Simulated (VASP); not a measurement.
Input:

```yaml
crystal:
  lattice:
    - [0.00000, 2.07049, 2.07049]
    - [2.07049, 0.00000, 2.07049]
    - [7.81771, 7.81771, 0.46424]
  atoms:
    - { symbol: Al, position: [0.99978, 0.99978, 0.00016] }
    - { symbol: Al, position: [0.00022, 0.00022, 0.24984] }
    - { symbol: Ag, position: [0.01107, 0.01107, 0.49170] }
    - { symbol: Ag, position: [0.98893, 0.98893, 0.75830] }
```

Method: PBEsol GGA, VASP's PBE PAW potentials (set 64) (plane waves; VASP 6.6.1). Run with 400 eV cut-off, 14×14×4 Γ-centred mesh, tetrahedra with Blöchl corrections, potentials Al Ag.

The cores are frozen, which limits the accuracy of field gradients.

Give the principal components of the electric field gradient (V/Å²) and the asymmetry η at each nucleus.

```
atom   Vxx   Vyy    Vzz     η
----  ----  ----  -----  ----
Al1    6.3   6.3  -12.5  0.00
Al2    6.3   6.3  -12.5  0.00
Ag3   12.0  12.0  -24.1  0.00
Ag4   12.0  12.0  -24.1  0.00
```

The structure was generated: Ag2Al2 was put into an ordered model structure (R-3m), which need not be its known phase. It was relaxed first.
